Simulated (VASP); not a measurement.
Data:

```
Ti
1.0
    1.44959    -2.51077     0.00000
    1.44959     2.51077     0.00000
    0.00000     0.00000     4.59468
Ti
2
Cartesian
  1.44959   0.83693   1.14867
  1.44959  -0.83693   3.44601
```

Computed with AM05 GGA, VASP's PBE PAW potentials (set 64) (plane waves; VASP 6.6.1). Run with 520 eV cut-off, 13×13×7 Γ-centred mesh, first-order Methfessel-Paxton smearing of 0.10 eV, potentials Ti_sv.

Question: Predict the energy per atom (σ→0), band gap (on the k-mesh) with the smallest direct gap where there is one.

Answer: 
```json
{
  "band gap (on the k-mesh)": "none (metal, semimetal or under 0.01 eV)",
  "energy per atom (σ→0)": "-8.109 eV/atom"
}
```

Only differences to runs with the same potentials and settings are physical.

The compound is Ti in the hcp structure. It was relaxed first, which changed the volume by -5 %. The start is the result of an earlier pass.
